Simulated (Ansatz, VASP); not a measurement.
**Cross-check of SnTe2 between VASP and Ansatz**

Aim: how closely do two programs agree when they are given the same cell, functional and k mesh? The cell is generated by rule, not measured, and may not be a known phase. The cell is taken from a series of runs on this material, whose earlier steps may have relaxed, scaled, displaced or heated it; both programs get it as it stands.

Method: plane waves, with VASP 6.6.1 beside it; zone-centre phonons at LDA, in Ansatz 0.2.0.

The structure was built from a prototype and need not be the compound's stable phase.

## Step 1: The starting structure

Symmetry: Fm-3m, No. 225, cubic system. The conventional cell has a = 7.245 Å, b = 7.245 Å, c = 7.245 Å, α = 90.00°, β = 90.00°, γ = 90.00°. Nearest to Sn lie 8 Te at 3.14 Å. Te has 4 Sn at 3.14 Å nearest. Farther neighbours and most contacts between anions are not listed.

## Step 2: VASP: zone-centre phonons, LDA

Second derivatives magnify differences that forces hide, and they need a tight electronic threshold.

Lines of VASP's logs that name or quote its potential files are left out, and so is its time.

Contents of INCAR:

```
SYSTEM = SnTe2
PREC = Accurate
ENCUT = 500
EDIFF = 1E-08
NELM = 120
ISMEAR = 1
SIGMA = 0.27211
LREAL = .FALSE.
ALGO = Normal
GGA = CA
NBANDS = 19
LORBIT = 11
LWAVE = .FALSE.
LCHARG = .FALSE.
ISIF = 2
IBRION = 8
LASPH = .TRUE.
GGA_COMPAT = .FALSE.
KPAR = 2
```

Contents of POSCAR:

```
SnTe2
1.0
   -3.6223059303      0.0000000000      3.6223059303
    0.0000000000      3.6223059303      3.6223059303
   -3.6223059303      3.6223059303      0.0000000000
Sn Te
1 2
Direct
    0.0000000000      0.0000000000      0.0000000000
    0.7500000000      0.7500000000      0.7500000000
    0.2500000000      0.2500000000      0.2500000000
```

Contents of KPOINTS:

```
Automatic mesh
0
Gamma
6 6 6
0 0 0
```

PAW data sets: Sn_d and Te (LDA family, release 64).

Launch:

```
$ mpirun -np 2 vasp_std
```

What it wrote:

```text
[banner, memory and clock lines left out]
running    2 mpi-ranks, on    1 nodes
 distrk:  each k-point on    1 cores,    2 groups
 distr:  one band on    1 cores,    1 groups

 POSCAR found type information on POSCAR SnTe
 POSCAR found :  2 types and       3 ions
 LDA part: xc-table for (Slater(with rela. corr.)+CA(PZ))
 , standard interpolation
 POSCAR, INCAR and KPOINTS ok, starting setup
 FFT: planning ... GRIDC
 FFT: planning ... GRID_SOFT
 FFT: planning ... GRID
 WAVECAR not read
 entering main loop
       N       E                     dE             d eps       ncg     rms          rms(c)
DAV:   1     0.181829305045E+03    0.18183E+03   -0.11479E+04   611   0.139E+03
DAV:   2     0.674712572098E+01   -0.17508E+03   -0.17069E+03   668   0.338E+02
DAV:   3    -0.110143905391E+02   -0.17762E+02   -0.17481E+02   757   0.103E+02
DAV:   4    -0.116747125219E+02   -0.66032E+00   -0.65775E+00   694   0.209E+01
DAV:   5    -0.117020729394E+02   -0.27360E-01   -0.27357E-01   822   0.436E+00    0.729E+00
DAV:   6    -0.116799452849E+02    0.22128E-01   -0.28121E-02   705   0.177E+00    0.453E+00
DAV:   7    -0.116715746595E+02    0.83706E-02   -0.19354E-02   772   0.113E+00    0.151E-01
DAV:   8    -0.116711949300E+02    0.37973E-03   -0.27196E-03   685   0.580E-01    0.799E-02
DAV:   9    -0.116712244427E+02   -0.29513E-04   -0.18014E-04   665   0.877E-02    0.385E-02
DAV:  10    -0.116712229243E+02    0.15184E-05   -0.72124E-06   808   0.192E-02    0.186E-02
DAV:  11    -0.116712227948E+02    0.12952E-06   -0.19563E-06   650   0.100E-02    0.135E-02
DAV:  12    -0.116712227810E+02    0.13757E-07   -0.11772E-07   683   0.206E-03    0.308E-03
DAV:  13    -0.116712228006E+02   -0.19533E-07   -0.14342E-08   524   0.679E-04    0.192E-03
DAV:  14    -0.116712228012E+02   -0.64028E-09   -0.41076E-09   382   0.497E-04
   1 F= -.11671223E+02 E0= -.11672778E+02  d E =0.466678E-02
 Linear response reoptimize wavefunctions to high precision
DAV:   1    -0.116712228013E+02   -0.67757E-10   -0.29541E-09   400   0.652E-04
DAV:   2    -0.116712228014E+02   -0.65484E-10   -0.57927E-10   334   0.162E-04
 Linear response DOF=           2
 Linear response progress:
  Degree of freedom:   1/  2
       N       E                     dE             d eps       ncg     rms          rms(c)
RMM:   1    -0.220497256964E+00   -0.22050E+00    0.39534E-01  1403   0.109E+01
RMM:   2    -0.225410740484E+00   -0.49135E-02   -0.13337E-02  1960   0.806E-01    0.705E-02
RMM:   3    -0.225352215358E+00    0.58525E-04   -0.97253E-04  2092   0.223E-01    0.362E-02
RMM:   4    -0.225174326929E+00    0.17789E-03   -0.83302E-05  2195   0.638E-02    0.103E-02
RMM:   5    -0.225156305043E+00    0.18022E-04   -0.66045E-06  2312   0.193E-02    0.425E-03
RMM:   6    -0.225158523548E+00   -0.22185E-05   -0.72805E-07  2246   0.625E-03    0.140E-03
RMM:   7    -0.225163222095E+00   -0.46985E-05   -0.15704E-07  2247   0.240E-03    0.533E-04
RMM:   8    -0.225160828869E+00    0.23932E-05   -0.35194E-08  2145   0.109E-03    0.893E-05
RMM:   9    -0.225160934480E+00   -0.10561E-06   -0.28544E-08  2344   0.448E-04    0.631E-05
RMM:  10    -0.225161247865E+00   -0.31338E-06    0.13259E-08  2314   0.202E-04    0.334E-05
RMM:  11    -0.225161225294E+00    0.22571E-07    0.43190E-10  2348   0.109E-04    0.336E-06
RMM:  12    -0.225161227527E+00   -0.22338E-08    0.20566E-08  2415   0.660E-05    0.567E-06
 first order change of Fermi-energy   0.34242E-04
 force on displaced ion       1 direction 1 :  -2.153   0.000   0.000
 Linear response progress:
  Degree of freedom:   2/  2
       N       E                     dE             d eps       ncg     rms          rms(c)
RMM:   1    -0.516006150105E-01   -0.51601E-01    0.43711E-02  3817   0.947E-01
RMM:   2    -0.501773895489E-01    0.14232E-02   -0.28835E-03  3117   0.274E-01    0.514E-02
RMM:   3    -0.502101204561E-01   -0.32731E-04   -0.25888E-04  3480   0.856E-02    0.343E-02
RMM:   4    -0.502168484192E-01   -0.67280E-05   -0.21718E-05  3386   0.211E-02    0.101E-02
RMM:   5    -0.502147156839E-01    0.21327E-05   -0.44369E-06  3473   0.683E-03    0.180E-03
RMM:   6    -0.502093307590E-01    0.53849E-05   -0.16295E-07  3418   0.178E-03    0.520E-04
RMM:   7    -0.502084474607E-01    0.88330E-06    0.45402E-08  3555   0.433E-04    0.189E-04
RMM:   8    -0.502083801179E-01    0.67343E-07   -0.14569E-08  3594   0.143E-04    0.401E-05
RMM:   9    -0.502084010551E-01   -0.20937E-07    0.10536E-07  3691   0.589E-05    0.151E-05
RMM:  10    -0.502084017416E-01   -0.68645E-09    0.56889E-08  3690   0.321E-05    0.312E-06
 first order change of Fermi-energy   0.90463E-04
 force on displaced ion       2 direction 1 :  -2.047   0.000   0.000
 Linear response finished
```

OUTCAR, selected parts (step 2):

```text
ion  position               nearest neighbor table
   1  0.000  0.000  0.000-   2 3.14   2 3.14   2 3.14   2 3.14   3 3.14   3 3.14   3 3.14   3 3.14

  LATTYP: Found a face centered cubic cell.
 ALAT       =     7.2446118606

 Subroutine GETGRP returns: Found 48 space group operations
 (whereof 48 operations were pure point group operations)

The static configuration has the point symmetry O_h .

 Found     16 irreducible k-points:

   k-points           NKPTS =     16   k-points in BZ     NKDIM =     16   number of bands    NBANDS=     19

   dimension x,y,z NGX =    40 NGY =   40 NGZ =   40
   dimension x,y,z NGXF=    80 NGYF=   80 NGZF=   80

   ENCUT  =  500.0 eV  36.75 Ry    6.06 a.u.   9.34  9.34  9.34*2*pi/ulx,y,z

   NELECT =      26.0000    total number of electrons

 k-points in reciprocal lattice and weights: Automatic mesh
   0.00000000  0.00000000  0.00000000       0.005
   0.16666667  0.00000000  0.00000000       0.037
   0.33333333  0.00000000  0.00000000       0.037
   0.50000000  0.00000000  0.00000000       0.019
   0.16666667  0.16666667  0.00000000       0.028
   0.33333333  0.16666667  0.00000000       0.111
   0.50000000  0.16666667  0.00000000       0.111
  -0.33333333  0.16666667  0.00000000       0.111
  -0.16666667  0.16666667  0.00000000       0.056
[...]
-0.33333333  0.33333333  0.16666667       0.111
  -0.33333333  0.50000000  0.16666667       0.056

 average (electrostatic) potential at core
       1-100.4819       2 -89.1214       3 -89.1214

  Total       -0.0492015     -0.0492015     -0.0492015      0.0000000      0.0000000      0.0000000
  in kB       -0.8292844     -0.8292844     -0.8292844      0.0000000      0.0000000      0.0000000
  external PRESSURE =      -0.8292844 kB  Pullay stress =       0.0000000 kB

  energy-cutoff  :      500.00
  volume of cell :       95.06
      direct lattice vectors                 reciprocal lattice vectors
    -3.622305930  0.000000000  3.622305930    -0.138033620 -0.138033620  0.138033620
     0.000000000  3.622305930  3.622305930     0.138033620  0.138033620  0.138033620
    -3.622305930  3.622305930  0.000000000    -0.138033620  0.138033620 -0.138033620

 POSITION                                       TOTAL-FORCE (eV/Angst)
 -----------------------------------------------------------------------------------
      0.00000      0.00000      0.00000         0.000000     -0.000000      0.000000
     -5.43346      5.43346      5.43346         0.000000     -0.000000     -0.000000
     -1.81115      1.81115      1.81115        -0.000000      0.000000      0.000000
 -----------------------------------------------------------------------------------
    total drift:                               -0.000000     -0.000000      0.000000

 Eigenvectors and eigenvalues of the dynamical matrix
 ----------------------------------------------------

   1 f  =    2.554205 THz    16.048542 2PiTHz   85.199102 cm-1    10.563338 meV
             X         Y         Z           dx          dy          dz
      0.000000  0.000000  0.000000     0.119712   -0.815101   -0.024357
     -5.433459  5.433459  5.433459    -0.058161    0.396006    0.011834
     -1.811153  1.811153  1.811153    -0.058161    0.396006    0.011834

   2 f  =    2.554205 THz    16.048542 2PiTHz   85.199102 cm-1    10.563338 meV
             X         Y         Z           dx          dy          dz
      0.000000  0.000000  0.000000    -0.085850    0.011884   -0.819636
     -5.433459  5.433459  5.433459     0.041709   -0.005774    0.398209
     -1.811153  1.811153  1.811153     0.041709   -0.005774    0.398209

   3 f  =    2.554205 THz    16.048542 2PiTHz   85.199102 cm-1    10.563338 meV
             X         Y         Z           dx          dy          dz
      0.000000  0.000000  0.000000    -0.810933   -0.121586    0.083175
     -5.433459  5.433459  5.433459     0.393981    0.059071   -0.040410
     -1.811153  1.811153  1.811153     0.393981    0.059071   -0.040410

   4 f  =    2.397789 THz    15.065750 2PiTHz   79.981619 cm-1     9.916452 meV
             X         Y         Z           dx          dy          dz
      0.000000  0.000000  0.000000     0.000000    0.000000   -0.000000
     -5.433459  5.433459  5.433459    -0.382061    0.595003    0.000564
     -1.811153  1.811153  1.811153     0.382061   -0.595003   -0.000564

   5 f  =    2.397789 THz    15.065750 2PiTHz   79.981619 cm-1     9.916452 meV
             X         Y         Z           dx          dy          dz
      0.000000  0.000000  0.000000     0.000000    0.000000    0.000000
     -5.433459  5.433459  5.433459    -0.133760   -0.085237   -0.689089
     -1.811153  1.811153  1.811153     0.133760    0.085237    0.689089

   6 f  =    2.397789 THz    15.065750 2PiTHz   79.981619 cm-1     9.916452 meV
             X         Y         Z           dx          dy          dz
      0.000000  0.000000  0.000000    -0.000000   -0.000000   -0.000000
     -5.433459  5.433459  5.433459     0.579774    0.372432   -0.158609
     -1.811153  1.811153  1.811153    -0.579774   -0.372432    0.158609

   7 f/i=    0.008777 THz     0.055147 2PiTHz    0.292765 cm-1     0.036298 meV
             X         Y         Z           dx          dy          dz
      0.000000  0.000000  0.000000     0.437046    0.360097   -0.002564
     -5.433459  5.433459  5.433459     0.449788    0.370596   -0.002639
     -1.811153  1.811153  1.811153     0.449788    0.370596   -0.002639

   8 f/i=    0.008777 THz     0.055147 2PiTHz    0.292765 cm-1     0.036298 meV
             X         Y         Z           dx          dy          dz
      0.000000  0.000000  0.000000    -0.360069    0.436932   -0.011249
     -5.433459  5.433459  5.433459    -0.370567    0.449670   -0.011577
     -1.811153  1.811153  1.811153    -0.370567    0.449670   -0.011577

   9 f/i=    0.008777 THz     0.055147 2PiTHz    0.292765 cm-1     0.036298 meV
             X         Y         Z           dx          dy          dz
      0.000000  0.000000  0.000000    -0.005174    0.010312    0.566174
     -5.433459  5.433459  5.433459    -0.005325    0.010612    0.582680
     -1.811153  1.811153  1.811153    -0.005325    0.010612    0.582680

 ELASTIC MODULI CONTR FROM IONIC RELAXATION (kBar)
 Direction    XX          YY          ZZ          XY          YZ          ZX
 --------------------------------------------------------------------------------
 XX          -0.0000     -0.0000     -0.0000      0.0000     -0.0000      0.0000
 YY          -0.0000     -0.0000     -0.0000      0.0000      0.0000     -0.0000
 ZZ          -0.0000     -0.0000     -0.0000     -0.0000      0.0000      0.0000
 XY           0.0000      0.0000     -0.0000   -210.6061      0.0000      0.0000
 YZ          -0.0000      0.0000      0.0000      0.0000   -210.6061      0.0000
 ZX           0.0000     -0.0000      0.0000      0.0000      0.0000   -210.6061
 --------------------------------------------------------------------------------
```

The k-mesh is coarse for a metal.

[end of part 1 of 2]

[Lines on the potential files, build, host, timing and source positions are cut from VASP's logs without a mark.]

[Logs are printed without paths, hosts, clocks, repeated set-up lines and the standing remarks that a program may print on its own settings, such as how far it seeks lower states.]

[Hosts, paths, dates, database ids (printed as entryN), source tags and the programs' standing remarks are cut or masked in the printed files.]
